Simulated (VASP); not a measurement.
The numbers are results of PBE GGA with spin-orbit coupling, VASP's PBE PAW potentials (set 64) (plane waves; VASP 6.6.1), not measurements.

The input files of a VASP run:

File KPOINTS:
```
Automatic mesh
0
G
  4 4 4
```

**POSCAR**
```
Sr3Ru
1.0
 -2.6138860000   2.6138860000   5.8222830000
  2.6138860000  -2.6138860000   5.8222830000
  2.6138860000   2.6138860000  -5.8222830000
Sr Ru
3 1
Cartesian
  0.0000000000   0.0000000000   5.8222830000
  0.0000000000   2.6138860000   2.9111415000
  2.6138860000   0.0000000000   2.9111415000
  0.0000000000   0.0000000000   0.0000000000
```

### INCAR
```
! general
SYSTEM         =  Sr3Ru
PREC           =  Accurate
ENCUT          =  300
LREAL          =  F
LASPH          =  T

! electronic loop
EDIFF          =  1E-6
NELM           =  100
ALGO           =  Normal
LMAXMIX        =  4

! smearing
ISMEAR         =  -1
SIGMA          =  0.05

! functional
GGA            =  PE
GGA_COMPAT     =  F

! spin
MAGMOM         =  0.0 0.0 0.0 0.0 0.0 0.0 0.0 0.0 0.0 0.0 0.0 0.0
LSORBIT        =  T
LNONCOLLINEAR  =  T

! ions
ISIF           =  2

! output
LWAVE          =  F
LCHARG         =  F
LORBIT         =  11
```

POTCAR, in this order: Sr_sv Ru_pv (PBE.64 set). Program: vasp_ncl.

At this cut-off the stress carries a Pulay error, which pulls relaxed volumes low.

Predict the energy per atom (σ→0), pressure, band gap (on the k-mesh).

- energy per atom (σ→0) = -2.950 eV/atom
- band gap (on the k-mesh) = none (metal, semimetal or under 0.01 eV)
- pressure = -3.35 GPa

File OSZICAR:
```
...
DAV:   9    -0.118033537994E+02    0.84323E+00   -0.37702E+00  1768   0.555E+00    0.547E-01
DAV:  10    -0.118191883982E+02   -0.15835E-01   -0.12484E-01  1872   0.947E-01    0.606E-01
DAV:  11    -0.118195527963E+02   -0.36440E-03   -0.47123E-03  1940   0.226E-01    0.260E-01
DAV:  12    -0.118196221793E+02   -0.69383E-04   -0.12698E-03  1616   0.222E-01    0.232E-01
DAV:  13    -0.118196180223E+02    0.41570E-05   -0.13226E-04  2064   0.437E-02    0.109E-01
DAV:  14    -0.118196193079E+02   -0.12856E-05   -0.26756E-05  1536   0.249E-02    0.157E-02
DAV:  15    -0.118196195489E+02   -0.24102E-06   -0.22586E-06  1432   0.708E-03
   1 F= -.11819620E+02 E0= -.11800903E+02  d E =-.374323E-01  mag=    -0.0000     0.0000     0.0000
```

The structure was generated: Sr3Ru was put into an ordered model structure, which need not be its known phase. The cell was not relaxed at this level. The k-mesh is coarse (spacing up to 0.42 per Å, 2π included), so the numbers may not be converged in it. The run is one of a series of settings (GGA_COMPAT = .FALSE., LNONCOLLINEAR = .TRUE., LSORBIT = .TRUE., MAGMOM = 0.0 0.0 0.0 0.0 0.0 0.0 0.0 0.0 0.0 0.0 0.0 0.0, program vasp_ncl against the base run), some of them coarse on purpose.
